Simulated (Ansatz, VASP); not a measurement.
# Cross-check of SiC (Moissanite) between VASP and Ansatz

One calculation is typed for both programs; each brings its own data sets. How far apart do they land? The cell is taken from a series of runs on this material, whose earlier steps may have relaxed, scaled, displaced or heated it; both programs get it as it stands.

Calculated with Ansatz 0.2.0; plane waves, with VASP 6.6.1 beside it; zone-centre phonons at LDA.

## Step 1: The structure

It takes space group P6_3mc (No. 186, hexagonal). The conventional cell has a = 3.036 Å, b = 3.036 Å, c = 4.982 Å, α = 90.00°, β = 90.00°, γ = 120.00°. C has 4 Si at 1.86 to 1.87 Å nearest. Nearest to Si lie 4 C at 1.86 to 1.87 Å. Farther neighbours are not listed.

## Step 2: Ansatz: zone-centre phonons, LDA, pair 1

Ansatz runs on its PAW soft_1 files.

Second derivatives magnify differences that forces hide, and they need a tight electronic threshold.

input.yaml reads:

```yaml
crystal:
  lattice:
    - [3.0360651061, 0.0, 0.0]
    - [-1.5180325531, 2.6293095094, 0.0]
    - [0.0, 0.0, 4.9818005888]
  atoms:
    - { symbol: C, position: [0.3333333333, 0.6666666667, 0.3803937904] }
    - { symbol: C, position: [0.6666666667, 0.3333333333, 0.8803937904] }
    - { symbol: Si, position: [0.3333333333, 0.6666666667, 0.0046062096] }
    - { symbol: Si, position: [0.6666666667, 0.3333333333, 0.5046062096] }
kpoints:
  mp_grid: { grid: [12, 12, 6] }
hamiltonian:
  xc: lda
  pseudopotentials: { kind: paw, azcp: { folder: soft_1 }, xc_functional: pbe }
scf:
  occupations: { method: fixed }
output:
  eigenvalues: true
phonons:
  method: dfpt
  dielectric: true
  rigid_motions: translations
```

The run is started by

```bash
$ ansatz run input.yaml --threads 4 --pin off --max-ram 16384MiB --backend cpu --events-out ev --progress --plain --runs-dir out
```

Numbers of over 12 decimals in the logs are rounded to 6 here.

The log of the run:

```text
Engine: ansatz 0.2.0, x86_64-unknown-linux-gnu
Pseudopotentials: kind: paw
Pseudopotential: C, paw, valence charge 4, recommended cutoff 420 eV (normal), soft_1/C.paw.azcp
Pseudopotential: Si, paw, valence charge 4, recommended cutoff 420 eV (normal), soft_1/Si.paw.azcp
Functional definition: SPW92
  exchange = slater_x
  correlation = pw_c
Crystal: 4 atoms, lattice volume = 39.768 Å³
Basis set: ecut = 420 eV, 785 PW (Γ), exchange–correlation on 48×48×72 points (8 copies of the dense FFT grid, shifted against one another)
Bands: 12, of which v1, the nominal top of the filled ones, is band 8 counted from 1 (7 counted from 0)
Symmetry: 12 space group operations
k-points: 242 of 864 (irreducible under 2 space group operations, time reversal used)
Non-local potential: C, projectors of the file, l = 0: 2, l = 1: 2, l = 2: 1
Non-local potential: Si, projectors of the file, l = 0: 2, l = 1: 2, l = 2: 1
PAW form: soft (Blöchl's): semilocal exchange-correlation on the pseudo side does not see the compensation charge
PAW frozen core: C, regenerated for the run's functional, and the local potential with it (the file was generated under x = pbe(κ = 0.804, μ = 0.219515), c = pbe(β = 0.066725))
PAW frozen core: Si, regenerated for the run's functional, and the local potential with it (the file was generated under x = pbe(κ = 0.804, μ = 0.219515), c = pbe(β = 0.066725))
PAW one-centre angular grid: C, 110 points (default); XC on 64 Gauss nodes
PAW one-centre angular grid: Si, 110 points (default); XC on 64 Gauss nodes
Initial density: superposition of atomic densities (chi_scale 0.1, normalization cell, long waves kept (reshape's long-wave potential 0.00 eV rms))
Initial wavefunctions: pseudopotential atomic-orbital guess
Functional: x = slater, c = lda
SCF iter   1: F=—  HF=-1707.719821 eV  |F-HF|=—  |Δ(HF+E_count)|=         —  Δρ=1.46e-1  dr2=1.01e1  ethr=3.10e-3  ⟨swp⟩=4.4  Hψ=17033  notcnv=0  defer=451
preconditioner: auto → none  [insulator: Δε(μ)=4.427 eV  Ē_g=13.063 eV  n_scr=2 (ndim 8)  ℏωp=23.6 eV  f_vac=0.000  ε∞_Penn≈4.3]
SCF iter   2: F=—  HF=-1704.588593 eV  |F-HF|=—  |Δ(HF+E_count)|=    3.13e0  Δρ=4.98e-2  dr2=6.17e-1  ethr=3.10e-3  ⟨swp⟩=3.9  Hψ=8971  notcnv=0  defer=451
SCF iter   3: F=—  HF=-1704.406021 eV  |F-HF|=—  |Δ(HF+E_count)|=   1.83e-1  Δρ=1.88e-2  dr2=7.29e-2  ethr=3.10e-3  ⟨swp⟩=2.5  Hψ=6177  notcnv=0  defer=471
SCF iter   4: F=—  HF=-1704.389204 eV  |F-HF|=—  |Δ(HF+E_count)|=   1.68e-2  Δρ=1.53e-3  dr2=4.92e-4  ethr=4.55e-4  ⟨swp⟩=2.2  Hψ=3627  notcnv=0  defer=481
SCF iter   5: F=—  HF=-1704.389305 eV  |F-HF|=—  |Δ(HF+E_count)|=   1.01e-4  Δρ=1.59e-4  dr2=3.04e-6  ethr=3.08e-6  ⟨swp⟩=2.4  Hψ=4952  notcnv=0  defer=481
SCF iter   6: F=—  HF=-1704.389307 eV  |F-HF|=—  |Δ(HF+E_count)|=   2.66e-6  Δρ=2.60e-5  dr2=1.70e-7  ethr=1.90e-8  ⟨swp⟩=2.5  Hψ=4904  notcnv=0  defer=204
SCF iter   7: F=—  HF=-1704.389307 eV  |F-HF|=—  |Δ(HF+E_count)|=   3.91e-7  Δρ=4.62e-6  dr2=4.09e-9  ethr=1.06e-9  ⟨swp⟩=2.4  Hψ=4682  notcnv=0  defer=16
SCF iter   8: F=—  HF=-1704.389307 eV  |F-HF|=—  |Δ(HF+E_count)|=   1.04e-9  Δρ=9.50e-7  dr2=1.37e-10  ethr=2.55e-11  ⟨swp⟩=2.4  Hψ=4616  notcnv=0  defer=16
SCF iter   9: F=-1704.389307 eV  HF=-1704.389307 eV  |F-HF|=2.27e-13  |Δ(HF+E_count)|=  2.50e-12  Δρ=5.26e-8  dr2=7.06e-13  ethr=1.00e-12  ⟨swp⟩=8.4  Hψ=19990  notcnv=0
SCF 1 converged in 9 iterations: F = -1704.389307 eV  dr2 = 7.06e-13
  greatest PAW one-centre occupation: 0.645 electrons in one spin orbital (limit 2), on the C atom at site 1 (counted from 0), in its partial waves of l = 0
DFPT response loops at Γ: preconditioner auto → Resta (q_TF=auto, 2.344 Å⁻¹)  ε∞=5.4 (no band partly filled); β = 1.00, the filter's whole step (`scf.mixing.beta` (0.50) is not read by the response loops at its default; to damp them type it under 1.00, their step now; it binds the ground state too); Broyden in place of MSR1
── the response to a field inside a basis, on 12×12×6 k-points: an SCF that follows is theirs, and a resumed run solves both again ──
Bands: 9, of which v1, the nominal top of the filled ones, is band 8 counted from 1 (7 counted from 0)
k-points: 126 of 864 (irreducible under 4 space group operations, time reversal used)
Initial density: handed on by an earlier stage of this run
Initial wavefunctions: pseudopotential atomic-orbital guess (no wavefunctions were taken with the density)
Eigensolver: Dense (126 Hₖ)
SCF iter   1: F=—  HF=-1704.388869 eV  |F-HF|=—  |Δ(HF+E_count)|=         —  Δρ=1.35e-4  dr2=1.41e-6  ethr=1.00e-1
preconditioner: auto → none  [insulator: Δε(μ)=2.384 eV  Ē_g=10.266 eV  n_scr=2 (ndim 8)  ℏωp=23.6 eV  f_vac=0.000  ε∞_Penn≈6.3]
SCF iter   2: F=—  HF=-1704.388869 eV  |F-HF|=—  |Δ(HF+E_count)|=   2.99e-7  Δρ=6.48e-5  dr2=3.04e-7  ethr=8.84e-9
SCF iter   3: F=-1704.388869 eV  HF=-1704.388869 eV  |F-HF|=3.59e-8  |Δ(HF+E_count)|=   1.70e-7  Δρ=1.66e-5  dr2=5.72e-8  ethr=1.90e-9
SCF 1 converged in 3 iterations: F = -1704.388869 eV  dr2 = 5.72e-8
DFPT response loops at Γ: preconditioner auto → Resta (q_TF=auto, 2.344 Å⁻¹)  ε∞=5.0 (no band partly filled); β = 1.00, the filter's whole step (`scf.mixing.beta` (0.50) is not read by the response loops at its default; to damp them type it under 1.00, their step now; it binds the ground state too); Broyden in place of MSR1
SCF converged after 9 iterations
Free energy (F): -1704.389307 eV
Harris-Foulkes:  -1704.389307 eV  (|F-HF|=2.27e-13)
Internal energy: -1704.389307 eV  (E = F + TS)
E sigma→0 (E₀):  -1704.389307 eV
Fermi energy:    9.902150 eV
--- Per-component energies (eV) ---
  E_band       = 60.576706
  E_kinetic    = 270.975911
  E_local      = -190.989865  (includes V_loc(G=0)·N_el)
  E_nonlocal   = 95.227021
  E_hartree    = 63.204659
  E_xc         = -211.256221
  E_vxc        = -219.310899  (∫ρ·V_xc dr)
  E_paw        = -1155.503205  (= ΣΔE_a)
  E_vpaw       = -21.734881  (= ΣTr[D̂ρ^β])
  E_aug_tail   = 0.000094  (compensation charges beyond the density's cutoff)
  E_ewald      = -576.342027
  E_core_change = 0.294327  (= ΣΔE_core)
  E_smearing   = -0.000000  (= −TS)
  E_closure    = 0.000000  (closes the sum)
  Σ components = -1704.389307   (vs F -1704.389307, Δ=0.00e0)
--- Band table (eV; the first three rows and the last of 242) ---
  k-point 0: bands = [... 4 lower, 8.5653, 9.7875, 9.9022, 9.9022, 14.9889, 16.5105, 16.6957, 16.6957]
  k-point 1: bands = [... 4 lower, 8.6428, 9.0564, 9.7987, 9.7987, 15.1129, 16.7352, 16.7352, 17.0086]
  k-point 2: bands = [... 4 lower, 8.8618, 8.8618, 9.5267, 9.5267, 15.4787, 16.8005, 16.9302, 16.9302]
  k-point 241: bands = [... 4 lower, 5.1103, 5.1103, 7.8154, 7.8154, 14.7934, 14.7934, 16.8509, 16.8509]
--- Phonons (Γ-DFPT): 4 representative perturbations + reference, on 242 of 864 k-points (Σ response iterations 12) ---
  k mesh reduced under 2 symmetry operations, with k and −k counted as one. Each operation leaves every solved perturbation unchanged. A smaller set is not considered because the run solves the response to a homogeneous field
  ASR residual: 1.938e-5 → 0.000e0 eV/Å²; symmetrization residual: 4.968e-7 eV/Å²
  ASR residual per site (eV/Å²): 1.94e-5 1.94e-5 8.98e-6 8.98e-6
  Γ frequencies (cm⁻¹): 0.00 0.00 0.00 257.10 257.10 610.48 788.88 788.88 789.51 820.01 820.01 861.14
  ε∞ (high-frequency dielectric tensor):
        6.839131    -0.000000    -0.000000
       -0.000000     6.839131     0.000000
       -0.000000     0.000000     7.198648
  ε⁰ (static dielectric tensor: ions relaxed, cell fixed):
       10.048489    -0.000000     0.000000
       -0.000000    10.048489    -0.000000
        0.000000    -0.000000    11.195984
  ε⁰ − ε∞ (ionic part):
        3.209358    -0.000000     0.000000
       -0.000000     3.209358    -0.000000
        0.000000    -0.000000     3.997336
  softest optical mode at Γ: 257.10 cm⁻¹; the repairs (sum rule, projections) moved no ω² at Γ by more than (0.76 cm⁻¹)²
  Born effective charges Z* (e; rows j = field, columns β = displacement):
    site 0:
        -2.70861    0.00000   -0.00000
         0.00000   -2.70861   -0.00000
        -0.00000    0.00000   -2.91046
    site 1:
        -2.70861    0.00000   -0.00000
         0.00000   -2.70861    0.00000
        -0.00000   -0.00000   -2.91046
    site 2:
         2.70861   -0.00000    0.00000
        -0.00000    2.70861   -0.00000
         0.00000    0.00000    2.91046
    site 3:
         2.70861   -0.00000    0.00000
        -0.00000    2.70861   -0.00000
        -0.00000   -0.00000    2.91046
  Z* charge neutrality: 8.689e-4 e pre-enforcement
  solved inside a basis spanned on kpoints, on 12×12×6 k-points, its susceptibility summed on 16×16×8: ε∞ is read to err by 2.2e-2, Z* by 1.1e-2 e (field_mesh: kpoints solves on kpoints); Z* is corrected for what the basis lacks
  optical modes at Γ without the LO–TO term, one row a degenerate level:
      ω (cm⁻¹)  modes    IR ((D/Å)²/amu)
        257.10      2             0.0000
        610.48      1             0.0000
        788.88      2             0.0000
[...]
optical modes at Γ + LO–TO along q̂ = [1.0000, 0.0000, 0.0000]:
      ω (cm⁻¹)  modes    IR ((D/Å)²/amu)
[...]
optical modes at Γ + LO–TO along q̂ = [0.0000, 1.0000, 0.0000]:
      ω (cm⁻¹)  modes    IR ((D/Å)²/amu)
[...]
861.14      1             0.0000
        993.96      1            40.2376
  optical modes at Γ + LO–TO along q̂ = [0.0000, 0.0000, 1.0000]:
      ω (cm⁻¹)  modes    IR ((D/Å)²/amu)
        257.10      2             0.0000
        610.48      1             0.0000
        788.88      2             0.0000
        820.01      2            80.4753
        861.14      1             0.0000
        984.60      1            46.4582
```

In the SCF lines HF is the Harris–Foulkes energy and dr2 the Hartree energy of the density residual, in eV; the loop may stop once dr2 is under the threshold and the program's other checks hold. Hψ counts applications of the Hamiltonian.

[end of part 1 of 3]

[Lines on the potential files, build, host, timing and source positions are cut from VASP's logs without a mark.]

[Logs are printed without paths, hosts, clocks, repeated set-up lines and the standing remarks that a program may print on its own settings, such as how far it seeks lower states.]

[Hosts, paths, dates, database ids (printed as entryN), source tags and the programs' standing remarks are cut or masked in the printed files.]
